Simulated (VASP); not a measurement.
Input:

```
CELL_PARAMETERS angstrom
      3.19248     0.00000     0.00000
     -1.59624     2.76477     0.00000
      0.00000     0.00000    19.41717
ATOMIC_POSITIONS crystal
  Mo 0.66667 0.33333 0.50000
  S  0.33333 0.66667 0.58276
  S  0.33333 0.66667 0.41724
```

The numbers are results of optB88-vdW, VASP's PBE PAW potentials (set 64) (plane waves; VASP), not measurements. Settings: PREC = Normal, EDIFF = 1E-5, 400 eV cut-off, 12×12×1 Γ-centred mesh, Gaussian smearing of 0.050 eV, potentials Mo_sv S.

Question: The ions and cell shape at fixed volume are relaxed. Which structure does the run end with?

Answer: 
```
CELL_PARAMETERS angstrom
      3.19043     0.00000     0.00000
     -1.59521     2.76299     0.00000
      0.00000     0.00000    19.44214
ATOMIC_POSITIONS crystal
  Mo 0.66667 0.33333 0.50000
  S  0.33333 0.66667 0.58069
  S  0.33333 0.66667 0.41931
```

Question: How much energy does the relaxation gain?

Answer: The energy (σ→0) changes by -8.3 meV/atom, in 6 ionic steps.

The cell is a sheet with vacuum, built from MoS2 (2H layered).
